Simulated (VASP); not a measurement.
A VASP calculation is set up with these files.

File KPOINTS:
```
Automatic mesh
0
Gamma
11 11 11
0 0 0
```

INCAR:
```
LCHARG = .FALSE.
SYSTEM = TaGe
ENCUT = 400
SIGMA = 0.1   ! width (eV)
ISIF = 3
PREC = Accurate
LASPH = .TRUE.   ! aspherical one-centre terms
ALGO = Normal
LWAVE = .FALSE.
NSW = 60   ! most ionic steps
ISMEAR = 1
IBRION = 2   ! conjugate gradients
EDIFF = 1E-6   ! SCF stop (eV)
LMAXMIX = 6
NELM = 100   ! most electronic steps
GGA = PS
EDIFFG = -0.02   ! ionic stop
LREAL = .FALSE.   ! projection in real space or not
```

### POSCAR
```
TaGe
1
   -1.7225018489     1.7225018489     5.8924816415
    1.7225018489    -1.7225018489     5.8924816415
    1.7225018489     1.7225018489    -5.8924816415
Ta Ge
2 2
Direct
  0.7501690010   0.7501690010   1.0000000000
  0.5001690010   0.0001690010   0.5000000000
  0.1658309990   0.1658309990   0.0000000000
  0.9158309990   0.4158309990   0.5000000000
```

POTCAR, in this order: Ta_pv Ge_d (PBE.64 set). Program: vasp_std.

### Question
Write an equivalent input for Quantum ESPRESSO's pw.x.

### Answer
One equivalent input (not run):
```
&CONTROL
  calculation = 'vc-relax'
  pseudo_dir = './pseudo'
  outdir = './out'
  tprnfor = .true.
  tstress = .true.
  nstep = 60
  forc_conv_thr = 0.00078
/
&SYSTEM
  ibrav = 0
  nat = 4
  ntyp = 2
  ecutwfc = 78
  occupations = 'smearing'
  smearing = 'methfessel-paxton'
  degauss = 0.00735
  input_dft = 'pbesol'
/
&ELECTRONS
  conv_thr = 7.3e-08
  electron_maxstep = 100
/
&IONS
/
&CELL
/
ATOMIC_SPECIES
  Ta 180.948 Ta.upf
  Ge 72.630 Ge.upf
CELL_PARAMETERS angstrom
    -1.7225018    1.7225018    5.8924816
     1.7225018   -1.7225018    5.8924816
     1.7225018    1.7225018   -5.8924816
ATOMIC_POSITIONS crystal
  Ta   0.7501690  0.7501690  1.0000000
  Ta   0.5001690  0.0001690  0.5000000
  Ge   0.1658310  0.1658310  0.0000000
  Ge   0.9158310  0.4158310  0.5000000
K_POINTS automatic
  11 11 11 0 0 0
```
The two are equivalent in intent, not identical: the potentials are each code's own (VASP's PAW set, PseudoDojo norm-conserving files in pw.x), so ENCUT and ecutwfc are chosen apart and not converted; conv_thr bounds pw.x's estimated SCF error, while EDIFF bounds the energy change between steps; forc_conv_thr acts on force components and is met together with etot_conv_thr.

The structure was generated: TaGe was put into the NbAs type (I4_1md), which need not be its known phase. This run relaxes it. Symmetry was kept, so distortions that lower it aren't found. The start is the result of an earlier pass.
